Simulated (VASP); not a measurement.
Method: revPBE GGA, VASP's PBE PAW potentials (set 64) (plane waves; VASP).

VASP input:

File POSCAR:
```
HfO2
1
    0.0000000000     2.4966631473     2.4966631473
    2.4966631473     0.0000000000     2.4966631473
    2.4966631473     2.4966631473     0.0000000000
Hf O
1 2
Direct
  0.0000000000   0.0000000000   0.0000000000
  0.2500000000   0.2500000000   0.2500000000
  0.7500000000   0.7500000000   0.7500000000
```

**KPOINTS**
```
Regular mesh
0
G
 8 8 8
```

### INCAR
```
ALGO  =  Normal   # blocked Davidson
LCHARG  =  .FALSE.
ENCUT  =  520   # plane-wave cut-off (eV)
NELM  =  100   # most electronic steps
SYSTEM  =  HfO2
LMAXMIX  =  6   # l cut-off of mixed one-centre charges
LREAL  =  .FALSE.   # projection in real space or not
LASPH  =  .TRUE.   # aspherical one-centre terms
EDIFF  =  1E-7
ISMEAR  =  0   # Gaussian
LWAVE  =  .FALSE.
SIGMA  =  0.05
ISIF  =  2   # forces and stress, cell fixed
PREC  =  Accurate
GGA  =  RE
```

POTCAR, in this order: Hf_pv O (PBE.64 set). Program: vasp_std.

Unless said otherwise, spin-orbit coupling is left out, though it shifts the bands of the heavy elements here.

Q: What does the run give for the energy per atom (σ→0), pressure, band gap (on the k-mesh)?

A: 
The energy per atom (σ→0) is -9.663 eV/atom. The band gap (on the k-mesh) comes out as 4.00 eV. The pressure is 17.04 GPa.

File OSZICAR:
```
...
DAV:   9    -0.289897023774E+02    0.89981E-02   -0.38557E-02  1087   0.172E+00    0.163E+00
DAV:  10    -0.289901149730E+02   -0.41260E-03   -0.50189E-03  1025   0.571E-01    0.346E-01
DAV:  11    -0.289900939375E+02    0.21035E-04   -0.33262E-04  1129   0.159E-01    0.255E-01
DAV:  12    -0.289901186867E+02   -0.24749E-04   -0.11052E-04  1095   0.764E-02    0.660E-02
DAV:  13    -0.289901205501E+02   -0.18634E-05   -0.33713E-06  1150   0.156E-02    0.207E-02
DAV:  14    -0.289901209464E+02   -0.39632E-06   -0.79467E-07   961   0.738E-03    0.168E-03
DAV:  15    -0.289901209299E+02    0.16492E-07   -0.44798E-08   736   0.198E-03
   1 F= -.28990121E+02 E0= -.28990121E+02  d E =-.983188E-18
```

The compound is HfO2 in the fluorite structure, the high-temperature cubic form, which is unstable at 0 K; the monoclinic form is the stable one. This cell is one point of a volume scan, at 0.94 of the reference volume.
